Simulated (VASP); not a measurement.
```yaml
crystal:
  lattice:
    - [5.77905, 0.00000, 0.00000]
    - [0.00000, 5.77905, 0.00000]
    - [0.00000, 0.00000, 5.77905]
  atoms:
    - { symbol: Cs, position: [0.00000, 0.00000, 0.00000] }
    - { symbol: Pb, position: [0.50000, 0.50000, 0.50000] }
    - { symbol: Br, position: [0.50000, 0.00000, 0.50000] }
    - { symbol: Br, position: [0.00000, 0.50000, 0.50000] }
    - { symbol: Br, position: [0.50000, 0.50000, 0.00000] }
```

Computed with LDA (Ceperley-Alder, Perdew-Zunger), VASP's LDA PAW potentials (set 64) (plane waves; VASP). Settings: 400 eV cut-off, 5×5×5 Γ-centred mesh, tetrahedra with Blöchl corrections, potentials Cs_sv Pb_d Br.

Problem. Estimate the energy per atom (σ→0).

Solution. 
```json
{
  "energy per atom (σ→0)": "-3.573 eV/atom"
}
```

Only differences to runs with the same potentials and settings are physical.

The compound is CsPbBr3 in the cubic perovskite structure, the ideal cubic form; the compound distorts at low or room temperature. It was relaxed first.
